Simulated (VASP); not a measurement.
Here is the system:

```
CELL_PARAMETERS angstrom
      0.00000     2.31538     2.31538
      2.31538     0.00000     2.31538
      2.31538     2.31538     0.00000
ATOMIC_POSITIONS crystal
  B  0.00000 0.00000 0.00000
  As 0.25000 0.25000 0.25000
```

Method: PBE GGA, VASP's PBE PAW potentials (set 64) (plane waves; VASP). Settings: 620 eV cut-off, 10×10×10 Γ-centred mesh, Gaussian smearing of 0.050 eV, potentials B As.

Problem. Predict the energy per atom (σ→0), pressure.

Solution. 
```
Property                       Result
---------------------  --------------
energy per atom (σ→0)  -5.620 eV/atom
pressure                    19.83 GPa
```

Only differences to runs with the same potentials and settings are physical.

The compound is BAs in the zinc blende structure. It was relaxed first under an external pressure of 20 GPa.
